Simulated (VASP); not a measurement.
Given:

```
CELL_PARAMETERS angstrom
      0.00000     2.98055     2.98055
      2.98055     0.00000     2.98055
      2.98055     2.98055     0.00000
ATOMIC_POSITIONS crystal
  Li 0.25000 0.25000 0.25000
  Li 0.75000 0.75000 0.75000
  Se 0.00000 0.00000 0.00000
```

Computed with r2SCAN+rVV10, VASP's PBE PAW potentials (set 64) (plane waves; VASP 6.6.1). Numerical set-up: 520 eV cut-off, 7×7×7 Γ-centred mesh, Gaussian smearing of 0.050 eV, potentials Li_sv Se.

### Question
Predict the energy per atom (σ→0).

### Answer

The energy per atom (σ→0) comes out as -742.7 kJ/mol-atom.

The absolute energy has meaning only against runs of the same code, potentials and settings.

The compound is Li2Se in the antifluorite structure. It was relaxed first.
